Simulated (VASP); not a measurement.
Crystal: RhN.

```
CELL_PARAMETERS angstrom
2.96283 0.00000 0.00000
-1.48141 2.56588 0.00000
0.00000 0.00000 2.89157
ATOMIC_POSITIONS crystal
Rh 0.00000 0.00000 0.00000
N 0.66667 0.33333 0.50000
```

The cell comes from a database or a generator and needn't be the stable form of this composition.

Base run:

```yaml
Program: VASP 6.6.1
Functional: PBE
Potentials_or_basis: VASP PAW PBE potentials, release 64 (Rh_pv, N)
Cutoff: 520 eV
k_mesh: 7 × 7 × 7
Occupations: gaussian, width 0.05 eV
Spin: collinear spin, ferromagnetic start
Starting_moments: "[0.6, 0.0] μB"
Hubbard_terms: Rh d U = 7 eV
```

Its results: band gap on the k mesh none (metal or under the smearing width); pressure 3.9 GPa; net moment 2.06 μB per cell.

Question: The run is repeated on the same cell with these changes: hubbard terms from Rh d U = 7 eV to Rh d U = 2 eV; further incar settings from ALGO = Fast; EDIFF = 1e-07; NBANDS = 21 to ALGO = Normal; EDIFF = 1e-06. What comes out?

Answer: Band gap on the k mesh none (metal or under the smearing width); pressure -13.5 GPa; net moment 0.00 μB per cell.

Not every run made on this cell is shown here.
